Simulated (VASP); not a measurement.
Energy against volume of V (bcc). Calculation: rev-vdW-DF2, VASP's PBE PAW potentials (set 64) (plane waves; VASP 6.6.1). Run with 520 eV cut-off, 17×17×17 Γ-centred mesh, first-order Methfessel-Paxton smearing of 0.10 eV, potentials V_sv.

| V (Å³/atom) | E (eV/atom) |
|---|---|
| 12.346 | -6.27330 |
| 12.740 | -6.29759 |
| 13.134 | -6.30560 |
| 13.528 | -6.29974 |

Problem. Fit these four points and predict the energy of the run at 13.922 Å³/atom.

Solution. A cubic in V^(−2/3), the third-order Birch-Murnaghan form, passes through the four points with V0 = 13.15 Å³/atom and B0 = 186 GPa, and gives -6.2820 eV/atom there. The run gave -6.2819 eV/atom, +0.2 meV/atom from the fit; all five points give B0 = 187 GPa.

The compound is V in the bcc structure. It was relaxed first, which changed the volume by -5 %. The run is not spin-polarised, so no magnetic state was tried.
